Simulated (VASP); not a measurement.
# A VASP study of In2Ni3S2 (PBEsol + U): structure first, properties next, part 2 of 8

What structure and properties does PBEsol + U give In2Ni3S2, and how near are they to the measured ones? The start is a computed cell from the Materials Project.

VASP 6.6.1; PBEsol, DFT+U (Ni d 4 eV), spin-polarised from a ferromagnetic start; plane waves and PAW (In_d, Ni, S).

So far: The starting structure; Full relaxation (PBEsol + U).

**2. Full relaxation (PBEsol + U) (continued)**

Parts of OUTCAR (step 2):

```text
ion  position               nearest neighbor table
   1  0.500  0.500  0.500-   5 2.69   5 2.69   3 2.69   3 2.69   4 2.69   4 2.69   6 3.01   7 3.01
                             2 3.83   2 3.83   2 3.83   2 3.83   2 3.83   2 3.83
   2  0.000  0.000  0.000-   3 2.73   4 2.73   4 2.73   3 2.73   5 2.73   5 2.73   6 3.20   7 3.20
                             6 3.20   7 3.20   6 3.20   7 3.20   1 3.83   1 3.83   1 3.83   1 3.83
   3  0.500  0.000  0.000-   6 2.15   7 2.15   4 2.69   4 2.69   1 2.69   1 2.69   5 2.69   5 2.69
                             2 2.73   2 2.73
   4  0.000  0.500  0.000-   6 2.15   7 2.15   3 2.69   3 2.69   1 2.69   5 2.69   1 2.69   5 2.69
                             2 2.73   2 2.73
   5  0.000  0.000  0.500-   6 2.15   7 2.15   1 2.69   1 2.69   3 2.69   4 2.69   4 2.69   3 2.69
                             2 2.73   2 2.73
   6  0.723  0.723  0.723-   5 2.15   4 2.15   3 2.15   1 3.01   2 3.20   2 3.20   2 3.20
   7  0.277  0.277  0.277-   5 2.15   4 2.15   3 2.15   1 3.01   2 3.20   2 3.20   2 3.20

  LATTYP: Found a trigonal (rhomboedric) cell.
 ALAT       =     5.4622500866
 COS(alpha) =     0.5153619991

 Subroutine GETGRP returns: Found 12 space group operations
 (whereof 12 operations were pure point group operations)

The static configuration has the point symmetry D_3d.

 Found     19 irreducible k-points:

   k-points           NKPTS =     19   k-points in BZ     NKDIM =     19   number of bands    NBANDS=     47

   dimension x,y,z NGX =    36 NGY =   36 NGZ =   36
   dimension x,y,z NGXF=    72 NGYF=   72 NGZF=   72

   ENCUT  =  400.0 eV  29.40 Ry    5.42 a.u.   8.91  8.91  8.91*2*pi/ulx,y,z

   NELECT =      68.0000    total number of electrons

 k-points in reciprocal lattice and weights: Automatic mesh
   0.00000000  0.00000000  0.00000000       0.008
   0.20000000  0.00000000  0.00000000       0.048
   0.40000000  0.00000000  0.00000000       0.048
   0.20000000  0.20000000  0.00000000       0.048
   0.40000000  0.20000000  0.00000000       0.096
  -0.40000000  0.20000000 -0.00000000       0.096
  -0.20000000  0.20000000  0.00000000       0.048
   0.40000000  0.40000000  0.00000000       0.048
  -0.40000000  0.40000000  0.00000000       0.048
[...]
0.40000000  0.40000000  0.40000000       0.016
  -0.40000000  0.40000000  0.40000000       0.048

atom =   3  type =  2  l = 2

 onsite density matrix

spin component  1

  0.8871  0.0158 -0.0342  0.0395 -0.0071
  0.0158  0.8896  0.0213 -0.0579  0.0213
 -0.0342  0.0213  0.8770  0.0369 -0.0197
  0.0395 -0.0579  0.0369  0.8228  0.0158
 -0.0071  0.0213 -0.0197  0.0158  0.8953

spin component  2

 occupancies and eigenvectors

  o =  0.7455  v =  0.3501 -0.4137  0.3897 -0.7166  0.2021  0.0000  0.0000  0.0000  0.0000  0.0000      0.0000  0.0000  0.0000  0.0000  0.0000  0.0000  0.0000  0.0000  0.0000  0.0000
  o =  0.7455  v =  0.0000  0.0000  0.0000  0.0000  0.0000  0.3501 -0.4137  0.3897 -0.7166  0.2021      0.0000  0.0000  0.0000  0.0000  0.0000  0.0000  0.0000  0.0000  0.0000  0.0000
  o =  0.8837  v = -0.4200 -0.2776 -0.6756 -0.4808 -0.2425  0.0000  0.0000  0.0000  0.0000  0.0000      0.0000  0.0000  0.0000  0.0000  0.0000  0.0000  0.0000  0.0000  0.0000  0.0000
  o =  0.8837  v =  0.0000  0.0000  0.0000  0.0000  0.0000 -0.4200 -0.2776 -0.6757 -0.4808 -0.2425      0.0000  0.0000  0.0000  0.0000  0.0000  0.0000  0.0000  0.0000  0.0000  0.0000
  o =  0.8942  v =  0.0000  0.0000  0.0000  0.0000  0.0000 -0.4604 -0.3377  0.0000  0.1950  0.7975      0.0000  0.0000  0.0000  0.0000  0.0000  0.0000  0.0000  0.0000  0.0000  0.0000
  o =  0.8942  v = -0.4604 -0.3377  0.0000  0.1950  0.7975  0.0000  0.0000  0.0000  0.0000  0.0000      0.0000  0.0000  0.0000  0.0000  0.0000  0.0000  0.0000  0.0000  0.0000  0.0000
  o =  0.9202  v = -0.6716 -0.0421  0.6258 -0.0729 -0.3877  0.0000  0.0000  0.0000  0.0000  0.0000      0.0000  0.0000  0.0000  0.0000  0.0000  0.0000  0.0000  0.0000  0.0000  0.0000
  o =  0.9202  v =  0.0000  0.0000  0.0000  0.0000  0.0000 -0.6716 -0.0421  0.6258 -0.0729 -0.3877      0.0000  0.0000  0.0000  0.0000  0.0000  0.0000  0.0000  0.0000  0.0000  0.0000
  o =  0.9282  v =  0.0000  0.0000  0.0000  0.0000  0.0000 -0.1950  0.7975 -0.0000 -0.4604  0.3377      0.0000  0.0000  0.0000  0.0000  0.0000  0.0000  0.0000  0.0000  0.0000  0.0000
  o =  0.9282  v = -0.1950  0.7975 -0.0000 -0.4604  0.3377  0.0000  0.0000  0.0000  0.0000  0.0000      0.0000  0.0000  0.0000  0.0000  0.0000  0.0000  0.0000  0.0000  0.0000  0.0000

atom =   4  type =  2  l = 2

 onsite density matrix

spin component  1

  0.8871 -0.0158  0.0342  0.0395  0.0071
 -0.0158  0.8896  0.0213  0.0579  0.0213
  0.0342  0.0213  0.8770 -0.0369 -0.0197
  0.0395  0.0579 -0.0369  0.8228 -0.0158
  0.0071  0.0213 -0.0197 -0.0158  0.8953

spin component  2

 occupancies and eigenvectors

  o =  0.7455  v = -0.3501 -0.4137  0.3897  0.7166  0.2021  0.0000  0.0000  0.0000  0.0000  0.0000      0.0000  0.0000  0.0000  0.0000  0.0000  0.0000  0.0000  0.0000  0.0000  0.0000
  o =  0.7455  v =  0.0000  0.0000  0.0000  0.0000  0.0000 -0.3501 -0.4137  0.3897  0.7166  0.2021      0.0000  0.0000  0.0000  0.0000  0.0000  0.0000  0.0000  0.0000  0.0000  0.0000
  o =  0.8837  v =  0.4200 -0.2776 -0.6756  0.4808 -0.2425  0.0000  0.0000  0.0000  0.0000  0.0000      0.0000  0.0000  0.0000  0.0000  0.0000  0.0000  0.0000  0.0000  0.0000  0.0000
  o =  0.8837  v =  0.0000  0.0000  0.0000  0.0000  0.0000  0.4200 -0.2776 -0.6757  0.4808 -0.2425      0.0000  0.0000  0.0000  0.0000  0.0000  0.0000  0.0000  0.0000  0.0000  0.0000
  o =  0.8942  v =  0.0000  0.0000  0.0000  0.0000  0.0000  0.4604 -0.3377  0.0000 -0.1950  0.7975      0.0000  0.0000  0.0000  0.0000  0.0000  0.0000  0.0000  0.0000  0.0000  0.0000
  o =  0.8942  v =  0.4604 -0.3377  0.0000 -0.1950  0.7975  0.0000  0.0000  0.0000  0.0000  0.0000      0.0000  0.0000  0.0000  0.0000  0.0000  0.0000  0.0000  0.0000  0.0000  0.0000
  o =  0.9202  v = -0.6716  0.0421 -0.6258 -0.0729  0.3877  0.0000  0.0000  0.0000  0.0000  0.0000      0.0000  0.0000  0.0000  0.0000  0.0000  0.0000  0.0000  0.0000  0.0000  0.0000
  o =  0.9202  v =  0.0000  0.0000  0.0000  0.0000  0.0000 -0.6716  0.0421 -0.6258 -0.0729  0.3877      0.0000  0.0000  0.0000  0.0000  0.0000  0.0000  0.0000  0.0000  0.0000  0.0000
  o =  0.9282  v =  0.0000  0.0000  0.0000  0.0000  0.0000 -0.1950 -0.7975  0.0000 -0.4604 -0.3377      0.0000  0.0000  0.0000  0.0000  0.0000  0.0000  0.0000  0.0000  0.0000  0.0000
  o =  0.9282  v = -0.1950 -0.7975  0.0000 -0.4604 -0.3377  0.0000  0.0000  0.0000  0.0000  0.0000      0.0000  0.0000  0.0000  0.0000  0.0000  0.0000  0.0000  0.0000  0.0000  0.0000

atom =   5  type =  2  l = 2

 onsite density matrix

spin component  1

  0.8993 -0.0000 -0.0000  0.0122 -0.0000
 -0.0000  0.7894 -0.0426 -0.0000  0.0486
 -0.0000 -0.0426  0.8770 -0.0000  0.0395
  0.0122 -0.0000 -0.0000  0.9230 -0.0000
 -0.0000  0.0486  0.0395 -0.0000  0.8831

spin component  2

  0.8993 -0.0000 -0.0000  0.0122  0.0000
 -0.0000  0.7894 -0.0426 -0.0000  0.0486
 -0.0000 -0.0426  0.8770 -0.0000  0.0395
  0.0122 -0.0000 -0.0000  0.9230 -0.0000
  0.0000  0.0486  0.0395 -0.0000  0.8831

 occupancies and eigenvectors

  o =  0.7455  v = -0.0000 -0.8274 -0.3897  0.0000  0.4043  0.0000  0.0000  0.0000  0.0000  0.0000      0.0000  0.0000  0.0000  0.0000  0.0000  0.0000  0.0000  0.0000  0.0000  0.0000
  o =  0.7455  v =  0.0000  0.0000  0.0000  0.0000  0.0000  0.0000 -0.8274 -0.3897 -0.0000  0.4043      0.0000  0.0000  0.0000  0.0000  0.0000  0.0000  0.0000  0.0000  0.0000  0.0000
  o =  0.8837  v = -0.0000 -0.5552  0.6756  0.0000 -0.4850  0.0000  0.0000  0.0000  0.0000  0.0000      0.0000  0.0000  0.0000  0.0000  0.0000  0.0000  0.0000  0.0000  0.0000  0.0000
  o =  0.8837  v =  0.0000  0.0000  0.0000  0.0000  0.0000  0.0000  0.5552 -0.6757 -0.0000  0.4850      0.0000  0.0000  0.0000  0.0000  0.0000  0.0000  0.0000  0.0000  0.0000  0.0000
  o =  0.8942  v =  0.0000  0.0000  0.0000  0.0000  0.0000 -0.9209  0.0000 -0.0000  0.3899  0.0000      0.0000  0.0000  0.0000  0.0000  0.0000  0.0000  0.0000  0.0000  0.0000  0.0000
  o =  0.8942  v =  0.9209 -0.0000  0.0000 -0.3899 -0.0000  0.0000  0.0000  0.0000  0.0000  0.0000      0.0000  0.0000  0.0000  0.0000  0.0000  0.0000  0.0000  0.0000  0.0000  0.0000
  o =  0.9202  v = -0.0000  0.0841  0.6258 -0.0000  0.7755  0.0000  0.0000  0.0000  0.0000  0.0000      0.0000  0.0000  0.0000  0.0000  0.0000  0.0000  0.0000  0.0000  0.0000  0.0000
  o =  0.9202  v =  0.0000  0.0000  0.0000  0.0000  0.0000  0.0000 -0.0841 -0.6258 -0.0000 -0.7755      0.0000  0.0000  0.0000  0.0000  0.0000  0.0000  0.0000  0.0000  0.0000  0.0000
  o =  0.9282  v =  0.0000  0.0000  0.0000  0.0000  0.0000  0.3899  0.0000 -0.0000  0.9209  0.0000      0.0000  0.0000  0.0000  0.0000  0.0000  0.0000  0.0000  0.0000  0.0000  0.0000
  o =  0.9282  v =  0.3899  0.0000 -0.0000  0.9209  0.0000  0.0000  0.0000  0.0000  0.0000  0.0000      0.0000  0.0000  0.0000  0.0000  0.0000  0.0000  0.0000  0.0000  0.0000  0.0000

 average (electrostatic) potential at core
       1 -92.0858       2 -92.1766       3 -81.3541       4 -81.3541       5 -81.3541
       6 -83.4785       7 -83.4785

 E-fermi :   8.9504

 spin component 1
 k-point     1 :       0.0000    0.0000    0.0000
  band No.  band energies     occupation
    ...
     32       7.3757      1.00000
     33       7.3757      1.00000
     34       7.7246      1.00000
     35       8.4131      1.00000
     36       8.4131      1.00000
     37       9.3807      0.00000
     38       9.6045      0.00000
     39      13.0799      0.00000
     40      13.0799      0.00000
     41      14.2180      0.00000
    ...

 k-point     2 :       0.2000    0.0000    0.0000
  band No.  band energies     occupation
    ...
     31       7.0064      1.00000
     32       7.1966      1.00000
     33       7.8463      1.00000
     34       8.1727      1.00000
     35       8.8324      0.99958
     36       9.0401      0.00560
     37       9.9610      0.00000
     38      10.9210      0.00000
     39      13.0094      0.00000
     40      13.1672      0.00000
    ...

 k-point     3 :       0.4000    0.0000    0.0000
  band No.  band energies     occupation
    ...
     30       6.9872      1.00000
     31       7.0314      1.00000
     32       7.1722      1.00000
     33       8.4276      1.00000
     34       8.5885      1.00000
     35       9.4490      0.00000
     36      10.2947      0.00000
     37      10.4970      0.00000
     38      12.2549      0.00000
     39      12.3328      0.00000
    ...

 k-point     4 :       0.2000    0.2000    0.0000
  band No.  band energies     occupation
    ...
     30       6.9721      1.00000
     31       7.1620      1.00000
     32       7.3073      1.00000
     33       7.5019      1.00000
     34       7.8739      1.00000
     35       9.2491      0.00000
     36       9.7342      0.00000
     37      10.1657      0.00000
     38      10.9135      0.00000
     39      12.4082      0.00000
    ...

 k-point     5 :       0.4000    0.2000    0.0000
  band No.  band energies     occupation
    ...
     30       6.9916      1.00000
     31       7.1474      1.00000
     32       7.2277      1.00000
     33       7.8359      1.00000
     34       8.2961      1.00000
     35       9.5630      0.00000
     36      10.7425      0.00000
     37      10.9275      0.00000
     38      11.4803      0.00000
     39      12.5234      0.00000
    ...

 k-point     6 :      -0.4000    0.2000   -0.0000
  band No.  band energies     occupation
    ...
     29       6.7934      1.00000
     30       6.8854      1.00000
     31       7.1033      1.00000
     32       7.2641      1.00000
     33       7.8300      1.00000
     34       9.0131      0.03796
     35       9.3752      0.00000
     36      10.3183      0.00000
     37      11.3544      0.00000
     38      11.8784      0.00000
    ...

  Total        0.0575031      0.0575031      0.0452865      0.0000000     -0.0000000      0.0000000
  in kB        0.8648029      0.8648029      0.6810744      0.0000000     -0.0000000      0.0000000
  external PRESSURE =       0.8035600 kB  Pullay stress =       0.0000000 kB

  energy-cutoff  :      400.00
  volume of cell :      106.53
      direct lattice vectors                 reciprocal lattice vectors
     2.627735907  1.517124033  4.453797741     0.190277873  0.109856981  0.074842495
    -2.627735907  1.517124033  4.453797741    -0.190277873  0.109856981  0.074842495
     0.000000000 -3.034248066  4.453797741     0.000000000 -0.219713963  0.074842495

 POSITION                                       TOTAL-FORCE (eV/Angst)
 -----------------------------------------------------------------------------------
      0.00000     -0.00000      6.68070         0.000000      0.000000      0.000000
     -0.00000      0.00000      0.00000         0.000000      0.000000      0.000000
      1.31387      0.75856      2.22690        -0.000000     -0.000000      0.000000
     -1.31387      0.75856      2.22690        -0.000000      0.000000      0.000000
      0.00000     -1.51712      2.22690         0.000000      0.000000     -0.000000
      0.00000     -0.00000      9.65981         0.000000     -0.000000      0.000306
      0.00000     -0.00000      3.70159        -0.000000      0.000000     -0.000306
 -----------------------------------------------------------------------------------
    total drift:                               -0.000000      0.000000      0.000000

  FREE ENERGIE OF THE ION-ELECTRON SYSTEM (eV)
  ---------------------------------------------------
  free  energy   TOTEN  =       -29.6136761934 eV

  energy  without entropy=      -29.6123169192  energy(sigma->0) =      -29.61299656

 reached required accuracy - stopping structural energy minimisation

 total charge
# of ion       s       p       d       tot
------------------------------------------
    1        0.916   0.620   9.893  11.429
    2        0.893   0.571   9.891  11.355
    3        0.454   0.570   8.707   9.731
    4        0.454   0.570   8.707   9.731
    5        0.454   0.570   8.707   9.731
    6        1.335   2.343   0.000   3.678
    7        1.335   2.343   0.000   3.678
--------------------------------------------------
tot          5.841   7.588  45.904  59.333

 magnetization (x)
# of ion       s       p       d       tot
------------------------------------------
    1       -0.000  -0.000   0.000  -0.000
    2        0.000  -0.000  -0.000  -0.000
    3       -0.000  -0.000   0.000   0.000
    4       -0.000  -0.000   0.000   0.000
    5       -0.000  -0.000   0.000   0.000
    6        0.000  -0.000   0.000  -0.000
    7        0.000  -0.000   0.000  -0.000
--------------------------------------------------
tot         -0.000  -0.000   0.000  -0.000

[... 1 further part left out ...]
```

CONTCAR:

```
In2Ni3S2
   1.00000000000000
     2.6277359068928647    1.5171240331854212    4.4537977412055927
    -2.6277359068928647    1.5171240331854212    4.4537977412055927
     0.0000000000000000   -3.0342480664676819    4.4537977412052792
  In              Ni              S
     2     3     2
Direct
     0.5000000000000000    0.5000000000000000    0.5000000000000000
     0.0000000000000000    0.0000000000000000    0.0000000000000000
     0.5000000000000000    0.0000000000000000    0.0000000000000000
     0.0000000000000000    0.5000000000000000    0.0000000000000000
     0.0000000000000000    0.0000000000000000    0.5000000000000000
     0.7229639860029808    0.7229639860029808    0.7229639860029800
     0.2770360139970190    0.2770360139970190    0.2770360139970199
```

The moments of this start collapse, so this run ends in a non-magnetic state; other starts or orders were not tried. The k-mesh is coarse for a metal. The PAW data sets were made with PBE, which is usual practice but a small mismatch for other functionals. The run keeps the 12 symmetry operations of its start, so it cannot find a distortion of lower symmetry.

The steps of the relaxation:

```
step  energy less that of the first step (eV)  largest force (eV/Å)  pressure (GPa)  volume (Å³)
   1                                   0.0000                0.5740           -5.77       112.55
   2                                  -0.0250                1.1092            5.47       103.38
   3                                  -0.1055                0.2588           -0.25       107.49
   4                                  -0.1132                0.0932           -0.14       106.90
   5                                  -0.1148                0.0239            0.00       106.49
   6                                  -0.1148                0.0190           -0.05       106.51
   7                                  -0.1149                0.0060            0.08       106.43
   8                                  -0.1149                0.0032            0.12       106.44
   9                                  -0.1149                0.0018            0.06       106.45
  10                                  -0.1149                0.0003            0.11       106.50
  11                                  -0.1148                0.0020           -0.16       106.62
  12                                  -0.1149                0.0003            0.08       106.53
```

| conventional cell, symmetrised | before | after | change |
| --- | --- | --- | --- |
| a (Å) | 5.378 | 5.255 | -2.3 % |
| b (Å) | 5.378 | 5.255 | -2.3 % |
| c (Å) | 13.482 | 13.361 | -0.9 % |
| volume (Å³/atom) | 16.08 | 15.22 | -5.3 % |

Final coordinates:

```cif
data_structure
_symmetry_space_group_name_H-M 'P 1'
_symmetry_Int_Tables_number 1
_cell_length_a 5.3892
_cell_length_b 5.3892
_cell_length_c 5.3892
_cell_angle_alpha 58.366
_cell_angle_beta 58.366
_cell_angle_gamma 58.366
_cell_volume 106.53
loop_
_atom_site_label
_atom_site_type_symbol
_atom_site_fract_x
_atom_site_fract_y
_atom_site_fract_z
_atom_site_occupancy
In1 In 0.50000 0.50000 0.50000 1
In2 In 0.00000 0.00000 0.00000 1
Ni3 Ni 0.50000 0.00000 0.00000 1
Ni4 Ni 0.00000 0.50000 0.00000 1
Ni5 Ni 0.00000 0.00000 0.50000 1
S6 S 0.72296 0.72296 0.72296 1
S7 S 0.27704 0.27704 0.27704 1
```

This step gave:

| Property | Result |
| --- | --- |
| electrons | 68 |
| bands | 47 |
| irreducible k-points | 19 |
| symmetry operations | 12 |
| free energy (TOTEN) | -29.61 eV |
| energy at zero smearing | -29.61 eV |
| Fermi energy | 8.950 eV |
| pressure | 0.08036 GPa |
| metallic, judged on the points sampled | yes |
| SCF cycles over all ionic steps | 103 |

The spin moment in the PAW sphere vanishes on all atoms.

It ends with forces under 0.001 eV/Å and a pressure of 0.08 GPa.

(Continued in part 3 of 8.)

[Lines on the potential files, build, host, timing and source positions are cut from VASP's logs without a mark.]

[Logs are printed without paths, hosts, clocks, repeated set-up lines and the standing remarks that a program may print on its own settings, such as how far it seeks lower states.]

[Hosts, paths, dates, database ids (printed as entryN), source tags and the programs' standing remarks are cut or masked in the printed files.]

[A measured line is paired with the nearest computed mode of its activity, which favours agreement.]

[In band tables of VASP the shares of atoms and orbitals are scaled to a sum of 1 inside the atoms' spheres.]
